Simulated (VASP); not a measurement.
A VASP calculation is set up with these files.

### INCAR
```
SYSTEM=AlP
PREC=Accurate; ENCUT=500; LREAL=.False.
LASPH=.True.
EDIFF=1E-6; NELM=100; ALGO=Normal
ISMEAR=1; SIGMA=0.1
GGA=PS
IBRION=2; NSW=40; ISIF=3
EDIFFG=-0.02; PSTRESS=450
LWAVE=.False.; LCHARG=.False.
```

KPOINTS:
```
Automatic mesh
0
Gamma
11 11 6
0 0 0
```

### POSCAR
```
AlP
1
    3.3500814777     0.0000000000     0.0000000000
   -1.6750407388     2.9012558782     0.0000000000
    0.0000000000     0.0000000000     5.4374883124
Al P
2 2
Direct
  0.0000000000   0.0000000000   0.0000000000
  0.0000000000   0.0000000000   0.5000000000
  0.3333330000   0.6666670000   0.2500000000
  0.6666670000   0.3333330000   0.7500000000
```

POTCAR, in this order: Al P (PBE.64 set). Program: vasp_std.

Question: Write an equivalent input for Quantum ESPRESSO's pw.x.

Answer: One equivalent input (not run):
```
&CONTROL
  calculation = 'vc-relax'
  pseudo_dir = './pseudo'
  outdir = './out'
  tprnfor = .true.
  tstress = .true.
  nstep = 40
  forc_conv_thr = 0.00078
/
&SYSTEM
  ibrav = 0
  nat = 4
  ntyp = 2
  ecutwfc = 44
  occupations = 'smearing'
  smearing = 'methfessel-paxton'
  degauss = 0.00735
  input_dft = 'pbesol'
/
&ELECTRONS
  conv_thr = 7.3e-08
  electron_maxstep = 100
/
&IONS
/
&CELL
  press = 450
/
ATOMIC_SPECIES
  Al 26.982 Al.upf
  P 30.974 P.upf
CELL_PARAMETERS angstrom
     3.3500815    0.0000000    0.0000000
    -1.6750407    2.9012559    0.0000000
     0.0000000    0.0000000    5.4374883
ATOMIC_POSITIONS crystal
  Al   0.0000000  0.0000000  0.0000000
  Al   0.0000000  0.0000000  0.5000000
  P    0.3333330  0.6666670  0.2500000
  P    0.6666670  0.3333330  0.7500000
K_POINTS automatic
  11 11 6 0 0 0
```
Limits of the translation: the potentials are each code's own (VASP's PAW set, PseudoDojo norm-conserving files in pw.x), so ENCUT and ecutwfc are chosen apart and not converted; conv_thr bounds pw.x's estimated SCF error, while EDIFF bounds the energy change between steps; forc_conv_thr acts on force components and is met together with etot_conv_thr.

The structure was generated: AlP was put into the NiAs type type (P6_3/mmc), which need not be its known phase. This run relaxes it under an external pressure of 45 GPa. Symmetry was kept, so distortions that lower it aren't found.
